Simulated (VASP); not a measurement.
```xyz
2
Lattice="3.3387 0.0000 0.0000 0.0000 3.3387 0.0000 0.0000 0.0000 3.3387" Properties=species:S:1:pos:R:3 pbc="T T T"
Ag     0.0000     0.0000     0.0000
As     1.6694     1.6694     1.5194
```

Method: r2SCAN meta-GGA, VASP's PBE PAW potentials (set 64) (plane waves; VASP). Numerical set-up: 480 eV cut-off, 10×10×10 Γ-centred mesh, first-order Methfessel-Paxton smearing of 0.10 eV, potentials Ag As.

Which forces act on the atoms, in eV/Å?

```json
[
 {"atom": "Ag1", "Fx": "0.000", "Fy": "0.000", "Fz": "-0.173"},
 {"atom": "As2", "Fx": "0.000", "Fy": "0.000", "Fz": "0.173"}
]
```

Give the stress tensor in GPa (positive for a compressed cell).

```
1.01  0.00  0.00
0.00  1.01  0.00
0.00  0.00  0.36
```
The pressure is its mean diagonal, 0.79 GPa.

The structure was generated: AgAs was put into the CsCl type (Pm-3m), which need not be its known phase. This cell was strained or had an atom moved on purpose.
